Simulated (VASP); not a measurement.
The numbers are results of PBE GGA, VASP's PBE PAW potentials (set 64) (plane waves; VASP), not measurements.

A VASP calculation is set up with these files.

KPOINTS:
```
Automatic
0
gamma
 14 14 14
```

INCAR:
```
SYSTEM = Nb
PREC = Accurate
ENCUT = 400
EDIFF = 1E-6
NELM = 100
ALGO = Normal
LREAL = .FALSE.
LASPH = .TRUE.
ISMEAR = 2
SIGMA = 0.01
GGA = PE
LMAXMIX = 4
LWAVE = .FALSE.
LCHARG = .FALSE.
ISIF = 2
```

File POSCAR:
```
Nb
1.650
 -1.0000000000   1.0000000000   1.0000000000
  1.0000000000  -1.0000000000   1.0000000000
  1.0000000000   1.0000000000  -1.0000000000
Nb
1
direct
  0.0000000000   0.0000000000   0.0000000000
```

POTCAR, in this order: Nb_sv (PBE.64 set). Program: vasp_std.

Output

File OSZICAR:
```
       N       E                     dE             d eps       ncg     rms          rms(c)
DAV:   1     0.936797816003E+02    0.93680E+02   -0.66177E+03  2104   0.107E+03
DAV:   2    -0.666230076973E+01   -0.10034E+03   -0.98087E+02  2292   0.380E+02
DAV:   3    -0.104513425439E+02   -0.37890E+01   -0.36257E+01  3034   0.621E+01
DAV:   4    -0.106275326919E+02   -0.17619E+00   -0.17540E+00  2838   0.123E+01
DAV:   5    -0.106337444958E+02   -0.62118E-02   -0.62040E-02  3126   0.175E+00    0.742E+00
DAV:   6    -0.102472895740E+02    0.38645E+00   -0.75896E-01  3196   0.112E+01    0.260E+00
DAV:   7    -0.102036713671E+02    0.43618E-01   -0.22260E-01  3236   0.590E+00    0.917E-01
DAV:   8    -0.102080578587E+02   -0.43865E-02   -0.12125E-02  2428   0.166E+00    0.678E-02
DAV:   9    -0.102080835008E+02   -0.25642E-04   -0.75123E-04  3320   0.221E-01    0.390E-02
DAV:  10    -0.102080915613E+02   -0.80605E-05   -0.16496E-05  2570   0.537E-02    0.160E-02
DAV:  11    -0.102080792112E+02    0.12350E-04   -0.48645E-06  2422   0.374E-02    0.392E-03
DAV:  12    -0.102080791587E+02    0.52487E-07   -0.20431E-07  1208   0.659E-03
   1 F= -.10208079E+02 E0= -.10208086E+02  d E =0.284613E-04
```

OUTCAR:
```
------------------------ aborting loop because EDIFF is reached ----------------------------------------
  FORCE on cell =-STRESS in cart. coord.  units (eV):
  Direction    XX          YY          ZZ          XY          YZ          ZX
  --------------------------------------------------------------------------------------
  Total        0.1052390      0.1052390      0.1052390     -0.0000000      0.0000000      0.0000000
  in kB        9.3837322      9.3837322      9.3837322     -0.0000000      0.0000000      0.0000000
  external PRESSURE =       9.3837322 kB  Pullay stress =       0.0000000 kB
  volume of cell :       17.97
      direct lattice vectors                 reciprocal lattice vectors
    -1.650000000  1.650000000  1.650000000     0.000000000  0.303030303  0.303030303
     1.650000000 -1.650000000  1.650000000     0.303030303  0.000000000  0.303030303
     1.650000000  1.650000000 -1.650000000     0.303030303  0.303030303  0.000000000
 POSITION                                       TOTAL-FORCE (eV/Angst)
 -----------------------------------------------------------------------------------
      0.00000      0.00000      0.00000         0.000000     -0.000000      0.000000
 -----------------------------------------------------------------------------------
    total drift:                                0.000000      0.000000      0.000000
  FREE ENERGIE OF THE ION-ELECTRON SYSTEM (eV)
  ---------------------------------------------------
  free  energy   TOTEN  =       -10.2080791587 eV

  energy  without entropy=      -10.2081076200  energy(sigma->0) =      -10.20808627
```
(Selected blocks of OUTCAR.)

OUTCAR:
```
 val. band max:       11.2170307850   @ k =   0.2857   0.0000   0.0000

 cond. band min:      11.2315269101   @ k =   0.5000   0.5000   0.1429


 Fermi energy:        11.2230354739

 k-point     1 :       0.0000    0.0000    0.0000
  band No.  band energies     occupation
      1     -43.1502      2.00000
      2     -18.4470      2.00000
      3     -18.4470      2.00000
      4     -18.4470      2.00000
      5       5.2847      2.00000
      6      11.5796      0.00000
      7      11.5796      0.00000
      8      11.5796      0.00000
      9      14.4977      0.00000
     10      14.4977      0.00000

 k-point     2 :       0.0714    0.0000    0.0000
  band No.  band energies     occupation
      1     -43.1382      2.00000
      2     -18.5199      2.00000
      3     -18.4691      2.00000
      4     -18.4476      2.00000
      5       5.4954      2.00000
      6      11.4498      0.00000
      7      11.5473      0.00000
      8      11.7815      0.00000
      9      14.3019      0.00000
     10      14.4983      0.00000

 k-point     3 :       0.1429    0.0000    0.0000
  band No.  band energies     occupation
      1     -43.1044      2.00000
      2     -18.7214      2.00000
      3     -18.5307      2.00000
      4     -18.4495      2.00000
      5       6.0782      2.00000
      6      11.1087      2.00000
      7      11.3982      0.00000
      8      12.3746      0.00000
      9      13.9739      0.00000
     10      14.5154      0.00000

 k-point     4 :       0.2143    0.0000    0.0000
  band No.  band energies     occupation
      1     -43.0552      2.00000
      2     -19.0037      2.00000
      3     -18.6186      2.00000
      4     -18.4523      2.00000
      5       6.8627      2.00000
      6      10.6645      2.00000
      7      11.1554      2.00000
      8      13.3197      0.00000
      9      13.9001      0.00000
     10      14.5857      0.00000

 k-point     5 :       0.2857    0.0000    0.0000
...
```

The compound is Nb in the bcc structure. The cell was not relaxed at this level. The run is one of a series of settings (ISMEAR = 2, SIGMA = 0.01 against the base run), some of them coarse on purpose.
